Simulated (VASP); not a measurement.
Input:

```
CELL_PARAMETERS angstrom
      1.36347    -2.36159     0.00000
      1.36347     2.36159     0.00000
      0.00000     0.00000     4.36827
ATOMIC_POSITIONS crystal
  Tc 0.33333 0.66667 0.25000
  Tc 0.66667 0.33333 0.75000
```

Method: PBE GGA with D3 dispersion (zero damping), VASP's PBE PAW potentials (set 64) (plane waves; VASP 6.6.1). Numerical set-up: 520 eV cut-off, Gaussian smearing of 0.050 eV, potentials Tc_pv.

Question: Give the energies of bands 7 to 16 at the high-symmetry points, in eV from the Fermi level.

Answer: 
```json
[
 {"band": "7", "Γ": "-7.38", "M": "-5.48", "K": "-4.88", "A": "-5.44", "L": "-5.41", "H": "-3.92"},
 {"band": "8", "Γ": "-5.53", "M": "-4.83", "K": "-3.43", "A": "-5.44", "L": "-5.41", "H": "-3.92"},
 {"band": "9", "Γ": "-1.59", "M": "-4.67", "K": "-3.43", "A": "-1.90", "L": "-3.77", "H": "-3.35"},
 {"band": "10", "Γ": "-1.59", "M": "-1.96", "K": "-2.95", "A": "-1.90", "L": "-3.77", "H": "-3.35"},
 {"band": "11", "Γ": "-1.51", "M": "-1.16", "K": "-1.92", "A": "-1.73", "L": "0.13", "H": "-1.79"},
 {"band": "12", "Γ": "-0.85", "M": "-0.93", "K": "-1.92", "A": "-1.73", "L": "0.13", "H": "-1.79"},
 {"band": "13", "Γ": "-0.85", "M": "-0.50", "K": "-0.04", "A": "-1.73", "L": "1.46", "H": "-0.10"},
 {"band": "14", "Γ": "-0.14", "M": "3.00", "K": "2.36", "A": "-1.73", "L": "1.46", "H": "-0.10"},
 {"band": "15", "Γ": "-0.14", "M": "3.41", "K": "2.36", "A": "1.91", "L": "3.26", "H": "2.66"},
 {"band": "16", "Γ": "1.74", "M": "3.44", "K": "2.78", "A": "1.91", "L": "3.26", "H": "2.66"}
]
```

It has no gap at this level: it comes out as a metal or semimetal.

The compound is Tc in the hcp structure. It was relaxed first.
